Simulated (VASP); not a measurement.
An input for Quantum ESPRESSO's pw.x (written as the equivalent of a VASP run, and not itself run):

```
&CONTROL
  calculation = 'scf'
  pseudo_dir = './pseudo'
  outdir = './out'
  tprnfor = .true.
  tstress = .true.
/
&SYSTEM
  ibrav = 0
  nat = 5
  ntyp = 3
  ecutwfc = 84
  occupations = 'smearing'
  smearing = 'fermi-dirac'
  degauss = 0.000735
  input_dft = 'pz'
/
&ELECTRONS
  conv_thr = 7.3e-08
  electron_maxstep = 100
/
ATOMIC_SPECIES
  Sr 87.620 Sr.upf
  Ti 47.867 Ti.upf
  O 15.999 O.upf
CELL_PARAMETERS angstrom
     3.9050000    0.0000000    0.0000000
     0.0000000    3.9050000    0.0000000
     0.0000000    0.0000000    3.9050000
ATOMIC_POSITIONS crystal
  Sr   0.0000000  0.0000000  0.0000000
  Ti   0.5000000  0.5000000  0.5000000
  O    0.5000000  0.0000000  0.5000000
  O    0.0000000  0.5000000  0.5000000
  O    0.5000000  0.5000000  0.0000000
K_POINTS automatic
  3 3 3 0 0 0
```

Q: Translate this input to VASP (INCAR, KPOINTS, POSCAR, choice of POTCAR).

A: One answer among several that fit: 
### POSCAR
```
SrTiO3
1
    3.9050000000     0.0000000000     0.0000000000
    0.0000000000     3.9050000000     0.0000000000
    0.0000000000     0.0000000000     3.9050000000
Sr Ti O
1 1 3
Direct
  0.0000000000   0.0000000000   0.0000000000
  0.5000000000   0.5000000000   0.5000000000
  0.5000000000   0.0000000000   0.5000000000
  0.0000000000   0.5000000000   0.5000000000
  0.5000000000   0.5000000000   0.0000000000
```

### INCAR
```
SYSTEM = SrTiO3
PREC = Accurate; ENCUT = 400; LREAL = .FALSE.
LASPH = .TRUE.
EDIFF = 1E-6; NELM = 100; ALGO = Normal
LMAXMIX = 4
ISMEAR = -1; SIGMA = 0.01
ISIF = 2
LWAVE = .FALSE.; LCHARG = .FALSE.
```

**KPOINTS**
```
Automatic mesh
0
Gamma
3 3 3
0 0 0
```

POTCAR, in this order: Sr_sv Ti_sv O (LDA.64 set). Program: vasp_std.

The two are equivalent in intent, not identical: the potentials are each code's own (VASP's PAW set, PseudoDojo norm-conserving files in pw.x), so ENCUT and ecutwfc are chosen apart and not converted; conv_thr bounds pw.x's estimated SCF error, while EDIFF bounds the energy change between steps.

The structure is a typed SrTiO3 crystal (Pm-3m). The cell was not relaxed at this level. The k-mesh is coarse (spacing up to 0.54 per Å, 2π included), so the numbers may not be converged in it. The run is one of a series of settings (KPOINTS 3×3×3 Γ-centred mesh against the base run), some of them coarse on purpose.
